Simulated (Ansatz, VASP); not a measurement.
## PC3 in VASP and in Ansatz

```xyz
8
Lattice="4.0599 0.0000 0.0000 0.0000 4.0599 0.0000 0.0000 0.0000 4.0599" Properties=species:S:1:pos:R:3 pbc="T T T"
P     0.0000    0.0000    0.0000
P     2.0299    2.0299    2.0299
C     1.0150    0.0000    2.0299
C     2.0299    3.0449    0.0000
C     3.0449    0.0000    2.0299
C     2.0299    1.0150    0.0000
C     0.0000    2.0299    3.0449
C     0.0000    2.0299    1.0150
```

Change from the starting cell: species swapped into the SnMo3 type (Pm-3n, No. 223).

Alike in both runs: task relaxation of cell and atoms; functional PBE; k mesh 10 × 10 × 10; occupations gaussian, width 0.1 eV; no spin polarisation.

```csv
,VASP,Ansatz
version,VASP 6.6.1,Ansatz 0.2.0
potentials or method,"VASP PAW PBE potentials, release 64 (P, C)","scalar-relativistic, plane waves, PAW"
plane-wave cutoff (eV),600,420
valence electrons in the cell,34,34
```

```tsv
	VASP	Ansatz	Ansatz less VASP
gap on the k mesh at the Fermi level, each at its own relaxed structure (eV)	none	none	-
relaxed volume (Å³/atom)	8.29	8.31	+0.018
relaxed cell length with the largest relative difference (Å)	4.048	4.051	+0.0030
```

A gap of «none» marks a metal or a gap that the smearing closes.
